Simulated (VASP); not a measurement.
Here is a VASP 6.6.1 calculation.

File INCAR:

```
SYSTEM = AlN
PREC = Accurate
ENCUT = 520
EDIFF = 1E-7
ISMEAR = 0
SIGMA = 0.02
LREAL = .FALSE.
LASPH = .TRUE.
NELM = 80
ALGO = Fast
ISIF = 3
LWAVE = .FALSE.
LCHARG = .FALSE.
GGA = PE
IBRION = 2
NSW = 80
EDIFFG = -0.002
```

KPOINTS

```
regular mesh
0
G
  12 12 6
  0 0 0
```

The input POSCAR:

```
AlN
1.0
    3.1130000000      0.0000000000      0.0000000000
   -1.5565000000      2.6959370800      0.0000000000
    0.0000000000      0.0000000000      4.9810000000
Al N
2 2
Direct
    0.3333333300      0.6666666700      0.0000000000
    0.6666666700      0.3333333300      0.5000000000
    0.3333333300      0.6666666700      0.3800000000
    0.6666666700      0.3333333300      0.8800000000
```

Potentials or basis: VASP PAW PBE potentials, release 64 (Al, N).

Launch:

```bash
$ cat potpaw_PBE.64/Al/POTCAR potpaw_PBE.64/N/POTCAR > POTCAR
$ mpirun -np 1 vasp_std > vasp.out
```

Question: Predict the space group after relaxing (to 0.05 Å).

Answer: P6_3mc (No. 186).

Question: What does it give for the relaxed cell?

Answer: a = 3.129 Å, b = 3.129 Å, c = 5.016 Å, α = 90.00°, β = 90.00°, γ = 120.00°.

Question: Estimate the relaxed volume.

Answer: 10.63 Å³/atom.

Step by step:
```
step  energy change (eV)  largest force (eV/Å)  pressure (GPa)  volume (Å³)
   1              0.0000                0.1289            3.46        41.80
   2             -0.0018                0.0914           -2.90        43.18
   3             -0.0088                0.0039            0.00        42.52
   4             -0.0088                0.0061            0.07        42.51
   5             -0.0088                0.0065            0.05        42.51
   6             -0.0088                0.0068            0.04        42.51
   7             -0.0088                0.0016           -0.03        42.53
   8             -0.0088                0.0007            0.00        42.52
```

PBE usually gives volumes a little too large and moduli too small. Zero-point motion and thermal expansion aren't in these numbers.
